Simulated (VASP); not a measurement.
An input for Quantum ESPRESSO's pw.x (written as the equivalent of a VASP run, and not itself run):

```
&CONTROL
  calculation = 'vc-relax'
  pseudo_dir = './pseudo'
  outdir = './out'
  tprnfor = .true.
  tstress = .true.
  nstep = 30
  forc_conv_thr = 0.00039
/
&SYSTEM
  ibrav = 0
  nat = 4
  ntyp = 2
  ecutwfc = 84
  occupations = 'smearing'
  smearing = 'gaussian'
  degauss = 0.003675
  input_dft = 'vdw-df2'
/
&ELECTRONS
  conv_thr = 7.3e-09
  electron_maxstep = 100
/
&IONS
/
&CELL
  cell_dofree = 'shape'
/
ATOMIC_SPECIES
  Mg 24.305 Mg.upf
  Te 127.600 Te.upf
CELL_PARAMETERS angstrom
     2.3560644   -4.0808236    0.0000000
     2.3560644    4.0808236    0.0000000
     0.0000000    0.0000000    7.6753209
ATOMIC_POSITIONS crystal
  Mg   0.6666670  0.3333330  0.4998042
  Mg   0.3333330  0.6666670  0.9998042
  Te   0.6666670  0.3333330  0.8761958
  Te   0.3333330  0.6666670  0.3761958
K_POINTS automatic
  6 6 3 0 0 0
```

Task: Write the VASP files for the same calculation (vdW-DF2).

Result: Several could match; the one computed here: 
**KPOINTS**
```
Automatic mesh
0
Gamma
6 6 3
0 0 0
```

File POSCAR:
```
MgTe
1.0
  2.3560643538  -4.0808236156   0.0000000000
  2.3560643538   4.0808236156   0.0000000000
  0.0000000000   0.0000000000   7.6753209104
Mg Te
2 2
Cart
  2.3560643538  -1.3602772591   3.8361577502
  2.3560643538   1.3602772591   7.6738182054
  2.3560643538  -1.3602772591   6.7250838225
  2.3560643538   1.3602772591   2.8874233673
```

### INCAR
```
EDIFF=1E-7   ! SCF stop (eV)
ISIF=4   ! ions and shape, fixed volume
ISMEAR=0   ! Gaussian
LMAXMIX=4   ! l cut-off of mixed one-centre charges
AGGAC=0.0
ZAB_VDW=-1.8867
SYSTEM=MgTe
PREC=Accurate
GGA=ML
LWAVE=.False.
NELM=100
EDIFFG=-0.01
ENCUT=520   ! plane-wave cut-off (eV)
SIGMA=0.05
ALGO=Normal
IBRION=2   ! conjugate gradients
LASPH=.True.
LCHARG=.False.
NSW=30
LUSE_VDW=.True.
LREAL=.False.
```

POTCAR, in this order: Mg Te (PBE.64 set). Program: vasp_std.

The two are equivalent in intent, not identical: the potentials are each code's own (VASP's PAW set, PseudoDojo norm-conserving files in pw.x), so ENCUT and ecutwfc are chosen apart and not converted; conv_thr bounds pw.x's estimated SCF error, while EDIFF bounds the energy change between steps; forc_conv_thr acts on force components and is met together with etot_conv_thr.

The compound is MgTe in the wurtzite structure. This cell is one point of a volume scan, at 1.03 of the reference volume. Symmetry was kept, so distortions that lower it aren't found.
